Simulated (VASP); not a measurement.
# Pd: Pd into a neighbouring Pd vacancy, part 3 of 5

Wanted: the minimum-energy path in Pd for this move: Pd into a neighbouring Pd vacancy.

VASP 6.6.1; PBEsol; plane waves and PAW (Pd).

So far. Step 2 (Relax the host): The run ended after 3 ionic steps, 0.003 eV below its first step, once forces and stress met EDIFFG = -0.02. Step 3 (Relax the start): The run ended after 8 ionic steps, 0.318 eV below its first step, once the forces on the free atoms met EDIFFG = -0.05.

## 4. Relax the end

The end state is relaxed in the same way, so that both ends share their errors.

INCAR

```
SYSTEM = Pd
PREC = Normal
ENCUT = 280
EDIFF = 1E-05
NELM = 120
ISMEAR = 1
SIGMA = 0.15
LREAL = Auto
ALGO = Fast
GGA = PS
NBANDS = 180
LASPH = .TRUE.
LORBIT = 11
LWAVE = .FALSE.
LCHARG = .FALSE.
KPAR = 6
IBRION = 2
NSW = 60
ISIF = 2
EDIFFG = -0.05
POTIM = 0.4
MAXMIX = 40
ISYM = 0
```

POSCAR

```
Pd
1.0
    7.7354937840      0.0000000000      0.0000000000
    0.0000000000      7.7354937840      0.0000000000
    0.0000000000      0.0000000000      7.7354937840
Pd
31
Direct
    0.4993307523      0.0027296067     -0.0058195490
    0.7496415088      0.0000853213      0.2463147822
    0.0008604845     -0.0016838770      0.0022298377
    0.2496752836      0.2517300854      0.0031513014
    0.5009900585      0.4977358365     -0.0039152475
    0.7545333476      0.7497122557     -0.0017802741
    0.2503729745     -0.0004948910      0.2522032007
    0.5000877208      0.2500355493      0.2481524651
    0.7512140611      0.4973269535      0.2517216469
    0.5039401170     -0.0039420523      0.4936236023
    0.7515949305      0.2565875505      0.4974121242
    0.7467663454      0.0015227701      0.7478263273
   -0.0013083211      0.4990999477      0.0013754832
    0.2489520970      0.7507184618     -0.0004564240
   -0.0021838841      0.2491730941      0.2475427563
    0.2500168444      0.4970942612      0.2471743384
    0.5037669523      0.7498624930      0.2498606371
    0.0013225695     -0.0010881193      0.4994091253
    0.2510992155      0.2507301818      0.4970026562
    0.5021545944      0.4984734396      0.4972695241
    0.7476718356      0.7489902510      0.5042073597
    0.2469606700      0.0004138738      0.7444726881
    0.4999959487      0.2523258151      0.7493881106
    0.7483728125      0.5005985683      0.7518102316
    0.0017158764      0.7550998008      0.2505407993
   -0.0015316672      0.4996742827      0.4998125561
    0.2502811388      0.7499223636      0.5004497863
   -0.0043199571      0.2521449929      0.7485140205
    0.2469668163      0.5016488958      0.7534059261
    0.5012747167      0.7504166749      0.7475897588
    0.0074243931      0.7522758951      0.7470543712
```

KPOINTS

```
Automatic mesh
0
Monkhorst-Pack
3 3 3
0 0 0
```

Potentials, in the order of the species: Pd (PBE family, release 64).

Launch:

```bash
$ mpirun -np 6 vasp_std
```

The program printed:

```text
[... set-up lines as in an earlier step ...]
 entering main loop
       N       E                     dE             d eps       ncg     rms          rms(c)
DAV:   1     0.147229226074E+04    0.14723E+04   -0.10790E+05  5040   0.104E+03
DAV:   2    -0.122265501983E+03   -0.15946E+04   -0.15163E+04  5316   0.291E+02
DAV:   3    -0.193193538892E+03   -0.70928E+02   -0.63885E+02  5620   0.577E+01
DAV:   4    -0.194967620236E+03   -0.17741E+01   -0.17453E+01  5496   0.870E+00
DAV:   5    -0.195005147343E+03   -0.37527E-01   -0.37459E-01  5744   0.125E+00    0.465E+01
RMM:   6    -0.184022019971E+03    0.10983E+02   -0.37934E+01  5040   0.172E+01    0.223E+01
RMM:   7    -0.188964300783E+03   -0.49423E+01   -0.17718E+01  5040   0.859E+00    0.238E+01
RMM:   8    -0.184451318169E+03    0.45130E+01   -0.62647E+00  5040   0.622E+00    0.115E+01
RMM:   9    -0.183839555445E+03    0.61176E+00   -0.26160E+00  5040   0.348E+00    0.886E+00
RMM:  10    -0.184134462431E+03   -0.29491E+00   -0.18255E+00  5053   0.290E+00    0.951E+00
RMM:  11    -0.183635638769E+03    0.49882E+00   -0.69051E-01  5040   0.207E+00    0.556E+00
RMM:  12    -0.183442921501E+03    0.19272E+00   -0.21282E-01  5040   0.105E+00    0.273E+00
RMM:  13    -0.183417782694E+03    0.25139E-01   -0.91727E-02  5044   0.655E-01    0.166E+00
RMM:  14    -0.183411477414E+03    0.63053E-02   -0.19177E-02  5042   0.294E-01    0.146E+00
RMM:  15    -0.183403311486E+03    0.81659E-02   -0.33108E-03  5059   0.111E-01    0.121E+00
RMM:  16    -0.183399550293E+03    0.37612E-02   -0.79204E-04  5081   0.561E-02    0.108E+00
RMM:  17    -0.183390095251E+03    0.94550E-02   -0.57042E-03  6670   0.151E-01    0.542E-01
RMM:  18    -0.183387752115E+03    0.23431E-02   -0.19032E-03  5445   0.904E-02    0.283E-01
RMM:  19    -0.183387437367E+03    0.31475E-03   -0.37507E-04  5040   0.388E-02    0.217E-01
RMM:  20    -0.183387164069E+03    0.27330E-03   -0.17393E-04  5025   0.264E-02    0.141E-01
RMM:  21    -0.183387077498E+03    0.86571E-04   -0.74177E-05  4492   0.148E-02    0.107E-01
RMM:  22    -0.183386984440E+03    0.93058E-04   -0.86054E-05  4704   0.167E-02    0.505E-02
RMM:  23    -0.183386963633E+03    0.20807E-04   -0.31405E-05  3286   0.103E-02    0.223E-02
RMM:  24    -0.183386962235E+03    0.13985E-05   -0.75010E-06  2719   0.494E-03
   1 F= -.18338696E+03 E0= -.18332986E+03  d E =-.183387E+03
 curvature:   0.00 expect dE= 0.000E+00 dE for cont linesearch  0.000E+00
 trial: gam= 0.00000 g(F)=  0.245E+00 g(S)=  0.000E+00 ort = 0.000E+00 (trialstep = 0.100E+01)
 search vector abs. value=  0.245E+00
 bond charge predicted
       N       E                     dE             d eps       ncg     rms          rms(c)
DAV:   1    -0.183510419029E+03   -0.12346E+00   -0.55702E+01  5072   0.153E+01    0.983E-01
RMM:   2    -0.183562240439E+03   -0.51821E-01   -0.58753E-01  5040   0.213E+00    0.648E-01
RMM:   3    -0.183570628306E+03   -0.83879E-02   -0.96545E-02  5041   0.816E-01    0.683E-01
RMM:   4    -0.183569394583E+03    0.12337E-02   -0.22725E-02  5055   0.369E-01    0.440E-01
RMM:   5    -0.183568438847E+03    0.95574E-03   -0.51174E-03  5066   0.181E-01    0.435E-01
RMM:   6    -0.183565986767E+03    0.24521E-02   -0.63603E-03  5040   0.173E-01    0.236E-01
RMM:   7    -0.183566667746E+03   -0.68098E-03   -0.44308E-03  5040   0.156E-01    0.325E-01
RMM:   8    -0.183566088414E+03    0.57933E-03   -0.15631E-03  5040   0.101E-01    0.192E-01
RMM:   9    -0.183565687838E+03    0.40058E-03   -0.35701E-04  5043   0.421E-02    0.104E-01
RMM:  10    -0.183565550710E+03    0.13713E-03   -0.22665E-04  5045   0.318E-02    0.356E-02
RMM:  11    -0.183565545744E+03    0.49664E-05   -0.47428E-05  3866   0.153E-02
   2 F= -.18356555E+03 E0= -.18350842E+03  d E =-.178584E+00
[...]
3 F= -.18361532E+03 E0= -.18355864E+03  d E =-.228360E+00
[...]
4 F= -.18364811E+03 E0= -.18359200E+03  d E =-.327863E-01
[...]
5 F= -.18365919E+03 E0= -.18360384E+03  d E =-.438674E-01
 curvature:  -1.30 expect dE=-0.629E-02 dE for cont linesearch -0.573E-05
 trial: gam= 0.15876 g(F)=  0.486E-02 g(S)=  0.000E+00 ort =-0.430E-03 (trialstep = 0.140E+01)
 search vector abs. value=  0.578E-02
 bond charge predicted
       N       E                     dE             d eps       ncg     rms          rms(c)
DAV:   1    -0.183661452400E+03   -0.22707E-02   -0.25324E+00  5096   0.326E+00    0.198E-01
RMM:   2    -0.183663794287E+03   -0.23419E-02   -0.24604E-02  5040   0.443E-01    0.116E-01
RMM:   3    -0.183664094420E+03   -0.30013E-03   -0.41612E-03  5042   0.167E-01    0.117E-01
RMM:   4    -0.183664094372E+03    0.47712E-07   -0.90935E-04  5109   0.735E-02    0.911E-02
RMM:   5    -0.183664172254E+03   -0.77882E-04   -0.55268E-04  5040   0.528E-02    0.103E-01
RMM:   6    -0.183664146549E+03    0.25706E-04   -0.23266E-04  5040   0.358E-02    0.103E-01
RMM:   7    -0.183663910244E+03    0.23630E-03   -0.14290E-03  7279   0.743E-02    0.520E-02
RMM:   8    -0.183663929934E+03   -0.19690E-04   -0.15354E-04  5040   0.277E-02    0.480E-02
RMM:   9    -0.183663896275E+03    0.33660E-04   -0.41906E-05  3587   0.152E-02    0.277E-02
RMM:  10    -0.183663890823E+03    0.54514E-05   -0.14700E-05  2671   0.864E-03
   6 F= -.18366389E+03 E0= -.18360881E+03  d E =-.470092E-02
 trial-energy change:   -0.004701  1 .order   -0.004615   -0.006697   -0.002532
 step:   2.1140(harm=  2.2485)  dis= 0.00805  next Energy=  -183.664550 (dE=-0.536E-02)
 reached required accuracy - stopping structural energy minimisation
```

Elapsed: 3.3 min, on 6 MPI ranks of Intel Xeon 6975P-C (Granite Rapids), shared host; peak memory 2.5 GiB.

Parts of OUTCAR (step 4):

```text
 Found     14 irreducible k-points:

   NELECT =     310.0000    total number of electrons

 E-fermi :   9.4237

 k-point     1 :       0.0000    0.0000    0.0000
  band No.  band energies     occupation
    ...
    146       9.4335      0.89012
    147       9.4632      0.57160
    148       9.4651      0.55224
    149       9.4656      0.54771
    150       9.4658      0.54590
    151       9.5827     -0.06055
    152       9.5829     -0.06069
    153       9.5837     -0.06139
    154       9.7628     -0.00631
    155       9.7699     -0.00524
    ...

 k-point     2 :       0.3333    0.0000    0.0000
  band No.  band energies     occupation
    ...
    154       9.3861      1.41063
    155       9.3870      1.40134
    156       9.4435      0.77915
    157       9.4469      0.74201
    158       9.4476      0.73492
    159       9.4713      0.49247
    160       9.7735     -0.00475
    161       9.7751     -0.00455
    162       9.7801     -0.00396
    163      10.3254     -0.00000
    ...

  Total       -4.9962485     -4.9966982     -5.0140144     -0.0040430      0.0041372      0.0387390
  in kB      -17.2938022    -17.2953587    -17.3552962     -0.0139942      0.0143202      0.1340897
  external PRESSURE =     -17.3148190 kB  Pullay stress =       0.0000000 kB

 POSITION                                       TOTAL-FORCE (eV/Angst)
 -----------------------------------------------------------------------------------
      3.90475      0.04011      7.72119         0.004758      0.004520      0.019211
      5.80205      0.03651      1.88353         0.011708      0.014543      0.027545
      7.70370      0.03785      7.72622        -0.012901      0.011367      0.020799
      1.93059      1.93216      7.72953         0.023961      0.006087     -0.000241
      3.90730      3.82936      7.72804        -0.001346      0.019001     -0.014230
      5.80664      5.80932      7.72183        -0.008848     -0.037057      0.018307
      1.94188      0.01206      1.91764        -0.022027      0.017181     -0.025119
      3.91162      1.93547      1.88095        -0.013096     -0.000198      0.031094
      5.80537      3.83516      1.88761         0.001543     -0.009990      0.000438
      3.88563      0.01301      3.85616        -0.004667      0.018430      0.005935
      5.79916      1.93924      3.85873         0.022309     -0.011751      0.001897
      5.80102      0.04311      5.83008         0.004842     -0.006056     -0.003615
      7.70062      3.83423      7.73426        -0.008116     -0.002899     -0.020286
      1.93626      5.80644      7.73021         0.003734     -0.009844     -0.008664
      7.69654      1.93199      1.89187         0.001701      0.016953     -0.022672
      1.93572      3.85514      1.91202         0.006716      0.007880      0.005587
      3.88956      5.79958      1.90822        -0.028508      0.015942      0.014525
      7.72180      0.01715      3.85967         0.000581     -0.012502      0.003899
      1.93174      1.93909      3.85455         0.031483     -0.010572      0.017373
      3.88178      3.85704      3.86064         0.002472     -0.009029     -0.013363
      5.80428      5.80027      3.86448        -0.001765      0.018140     -0.003279
      1.93630      0.01914      5.79670        -0.005626     -0.005067      0.037371
      3.90159      1.93956      5.82683         0.016973     -0.018183      0.022033
      5.80388      3.83195      5.83723        -0.003969      0.006908     -0.012344
      7.72670      5.80565      1.92013        -0.011872     -0.004501     -0.036596
      7.72572      3.85751      3.86400        -0.018681      0.001251     -0.013743
      1.94273      5.80095      3.85848        -0.035680      0.003244      0.002357
      7.69405      1.93735      5.83581         0.016817     -0.009013     -0.017013
      1.93088      3.85431      5.81178         0.019009      0.007997     -0.019790
      3.87682      5.80275      5.80695         0.032926     -0.004325      0.004236
      7.73067      5.80761      5.80796        -0.024431     -0.018458     -0.021650
 -----------------------------------------------------------------------------------
    total drift:                                0.005801      0.006816     -0.012988

  FREE ENERGIE OF THE ION-ELECTRON SYSTEM (eV)
  ---------------------------------------------------
  free  energy   TOTEN  =      -183.6638908232 eV

  energy  without entropy=     -183.4986575831  energy(sigma->0) =     -183.60881308

 total charge
# of ion       s       p       d       tot
------------------------------------------
    1        0.495   0.482   8.437   9.414
    2        0.495   0.481   8.436   9.412
    3        0.495   0.482   8.437   9.414
    4        0.504   0.515   8.445   9.464
    5        0.495   0.481   8.436   9.413
    6        0.503   0.515   8.445   9.464
    7        0.491   0.492   8.438   9.421
    8        0.495   0.481   8.437   9.412
    9        0.495   0.482   8.437   9.414
   10        0.491   0.492   8.438   9.421
   11        0.503   0.515   8.445   9.463
   12        0.495   0.481   8.437   9.412
   13        0.495   0.482   8.437   9.413
   14        0.478   0.486   8.451   9.414
   15        0.495   0.481   8.437   9.413
   16        0.491   0.492   8.438   9.422
   17        0.491   0.493   8.438   9.422
   18        0.491   0.492   8.438   9.420
   19        0.478   0.486   8.450   9.414
   20        0.491   0.492   8.438   9.422
   21        0.478   0.485   8.450   9.413
   22        0.491   0.493   8.438   9.422
   23        0.495   0.482   8.437   9.414
   24        0.495   0.480   8.437   9.412
   25        0.491   0.492   8.438   9.421
   26        0.491   0.492   8.438   9.421
   27        0.488   0.489   8.431   9.409
   28        0.495   0.481   8.437   9.412
   29        0.491   0.493   8.438   9.422
   30        0.491   0.492   8.438   9.422
   31        0.491   0.492   8.438   9.421
--------------------------------------------------
tot         15.266  15.174 261.613 292.053

[... 6 parts as in an earlier step ...]

[... 6 further parts left out ...]
```

Relaxation path:

```
step  energy less that of the first step (eV)  largest force (eV/Å)
   1                                   0.0000                0.7326
   2                                  -0.1786                0.3770
   3                                  -0.2284                0.2863
   4                                  -0.2611                0.1756
   5                                  -0.2722                0.1124
   6                                  -0.2769                0.0423
```

The atoms that moved most (Å):

```
atom      dx      dy      dz  length
Pd31  -0.062  -0.012   0.029   0.070
 Pd3  -0.038   0.051  -0.027   0.069
 Pd9  -0.006  -0.012  -0.060   0.061
Pd12   0.024   0.031   0.045   0.060
Pd10  -0.013   0.044   0.038   0.059
 Pd8   0.043   0.001  -0.039   0.058
 Pd1   0.042   0.019   0.031   0.056
Pd11  -0.015  -0.046   0.011   0.049
```

Final coordinates:

```cif
data_structure
_symmetry_space_group_name_H-M 'P 1'
_symmetry_Int_Tables_number 1
_cell_length_a 7.7355
_cell_length_b 7.7355
_cell_length_c 7.7355
_cell_angle_alpha 90.000
_cell_angle_beta 90.000
_cell_angle_gamma 90.000
_cell_volume 462.88
loop_
_atom_site_label
_atom_site_type_symbol
_atom_site_fract_x
_atom_site_fract_y
_atom_site_fract_z
_atom_site_occupancy
Pd1 Pd 0.50478 0.00518 0.99815 1
Pd2 Pd 0.75006 0.00472 0.24349 1
Pd3 Pd 0.99589 0.00489 0.99880 1
Pd4 Pd 0.24958 0.24978 0.99923 1
Pd5 Pd 0.50511 0.49504 0.99904 1
Pd6 Pd 0.75065 0.75100 0.99823 1
Pd7 Pd 0.25104 0.00156 0.24790 1
Pd8 Pd 0.50567 0.25021 0.24316 1
Pd9 Pd 0.75048 0.49579 0.24402 1
Pd10 Pd 0.50231 0.00168 0.49850 1
Pd11 Pd 0.74968 0.25069 0.49883 1
Pd12 Pd 0.74992 0.00557 0.75368 1
Pd13 Pd 0.99549 0.49567 0.99984 1
Pd14 Pd 0.25031 0.75062 0.99932 1
Pd15 Pd 0.99496 0.24976 0.24457 1
Pd16 Pd 0.25024 0.49837 0.24718 1
Pd17 Pd 0.50282 0.74974 0.24668 1
Pd18 Pd 0.99823 0.00222 0.49896 1
Pd19 Pd 0.24972 0.25067 0.49829 1
Pd20 Pd 0.50181 0.49862 0.49908 1
Pd21 Pd 0.75034 0.74983 0.49958 1
Pd22 Pd 0.25031 0.00247 0.74936 1
Pd23 Pd 0.50437 0.25073 0.75326 1
Pd24 Pd 0.75029 0.49537 0.75460 1
Pd25 Pd 0.99886 0.75052 0.24822 1
Pd26 Pd 0.99874 0.49868 0.49952 1
Pd27 Pd 0.25114 0.74991 0.49880 1
Pd28 Pd 0.99464 0.25045 0.75442 1
Pd29 Pd 0.24961 0.49826 0.75131 1
Pd30 Pd 0.50117 0.75015 0.75069 1
Pd31 Pd 0.99938 0.75077 0.75082 1
```

Numbers from this step:

| Item | Value |
| --- | --- |
| electronic cycles | 74 |
| free energy (TOTEN) | -183.6639 eV |
| energy at zero smearing | -183.6088 eV |

The run ended after 6 ionic steps, 0.277 eV below its first step, once the forces on the free atoms met EDIFFG = -0.05.

(Part 3 of 5 ends here.)

[Lines on the potential files, build, host, timing and source positions are cut from VASP's logs without a mark.]

[Logs are printed without paths, hosts, clocks, repeated set-up lines and the standing remarks that a program may print on its own settings, such as how far it seeks lower states.]

[Hosts, paths, dates, database ids (printed as entryN), source tags and the programs' standing remarks are cut or masked in the printed files.]

[Runs that stopped without an error message from VASP are left out.]
